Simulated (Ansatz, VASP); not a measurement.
## TaSiO4 in VASP and in Ansatz

```
Ta Si O
1.0
     4.64178    0.00000    0.00000
     0.00000    4.64178    0.00000
     0.00000    0.00000    3.03560
Ta Si O
1 1 4
Cartesian
  0.0000 0.0000 1.5178
  2.3209 2.3209 0.0000
  2.9272 0.0000 1.5178
  1.7145 0.0000 1.5178
  0.0000 2.9272 1.5178
  0.0000 1.7145 1.5178
```

Alike in both runs: task single point; functional PBE; k mesh 4 × 4 × 6; occupations gaussian, width 0.1 eV; no spin polarisation.

|  | VASP | Ansatz |
| --- | --- | --- |
| version | VASP 6.6.1 | Ansatz 0.2.0 |
| potentials or method | VASP PAW PBE potentials, release 64 (Ta_pv, Si, O) | scalar-relativistic, plane waves, PAW |
| plane-wave cutoff (eV) | 520 | 420 |
| valence electrons in the cell | 39 | 41 |

Ansatz gave:

```
gap on the k mesh at the Fermi level (eV) : none
rms of the force components (eV/Å)        : 0.888
```

Which values does VASP return?

gap on the k mesh at the Fermi level (eV): none; rms of the force components (eV/Å): 0.562.

Atom by atom the forces differ by 0.325 eV/Å (rms over components). A gap of «none» marks a metal or a gap that the smearing closes. One of these differences is far larger than is usual between the two programs; its cause wasn't traced. The two sets of potentials don't hold the same shells in valence.

Caveats: the standard files for N, O and F lose accuracy on very short bonds; an odd number of electrons without spin polarisation forces a metal; a magnetic or distorted state may lie lower. The runs have no spin-orbit coupling, so splittings on Ta are missing.
